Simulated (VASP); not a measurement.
Level of theory: PBE GGA, VASP's PBE PAW potentials (set 64) (plane waves; VASP).

The input files of a VASP run:

INCAR:
```
! general
SYSTEM  = WSi2
PREC    = Accurate
ENCUT   = 300
LREAL   = .FALSE.
LASPH   = .TRUE.

! electronic loop
EDIFF   = 1E-6
NELM    = 100
ALGO    = Normal
LMAXMIX = 6

! smearing
ISMEAR  = -1
SIGMA   = 0.1

! functional
GGA     = PE

! ions
ISIF    = 2

! output
LWAVE   = .FALSE.
LCHARG  = .FALSE.
```

### KPOINTS
```
Automatic
0
Gamma
  14 14 14
```

### POSCAR
```
WSi2
1.0
 -1.6050000000   1.6050000000   3.9150000000
  1.6050000000  -1.6050000000   3.9150000000
  1.6050000000   1.6050000000  -3.9150000000
Si W
2 1
Cartesian
 -0.0000000000   0.0000000000   5.2069500000
  0.0000000000  -0.0000000000   2.6230500000
  0.0000000000   0.0000000000   0.0000000000
```

POTCAR, in this order: Si W_sv (PBE.64 set). Program: vasp_std.

At this cut-off the stress carries a Pulay error, which pulls relaxed volumes low. Gaps are read on the run's mesh, which can miss a band edge. Unless said otherwise, spin-orbit coupling is left out, though it shifts the bands of the heavy elements here.

### Question
Predict the energy per atom (σ→0), pressure, largest force, band gap (on the k-mesh).

### Answer

```yaml
energy per atom (σ→0): -8262 meV/atom
band gap (on the k-mesh): none (metal, semimetal or under 0.01 eV)
pressure: 3.45 GPa
largest_force: 0.00496 Ry/bohr
```

File OSZICAR:
```
...
DAV:   6    -0.248961250230E+02    0.75865E+00   -0.45595E+00  8811   0.158E+01    0.883E+00
DAV:   7    -0.248147327303E+02    0.81392E-01   -0.30112E-01  8258   0.323E+00    0.465E+00
DAV:   8    -0.247922665959E+02    0.22466E-01   -0.46412E-02  9483   0.189E+00    0.310E-01
DAV:   9    -0.247918667534E+02    0.39984E-03   -0.12578E-03  8713   0.278E-01    0.180E-01
DAV:  10    -0.247917908888E+02    0.75865E-04   -0.31205E-04  9070   0.173E-01    0.350E-02
DAV:  11    -0.247917846207E+02    0.62681E-05   -0.36440E-05  9140   0.481E-02    0.141E-02
DAV:  12    -0.247917846959E+02   -0.75209E-07   -0.14385E-06  5949   0.843E-03
   1 F= -.24791785E+02 E0= -.24786564E+02  d E =-.104412E-01
```

The structure is a typed WSi2 crystal. The cell was not relaxed at this level. The run is one of a series of settings (KPOINTS 14×14×14 Γ-centred mesh against the base run), some of them coarse on purpose.
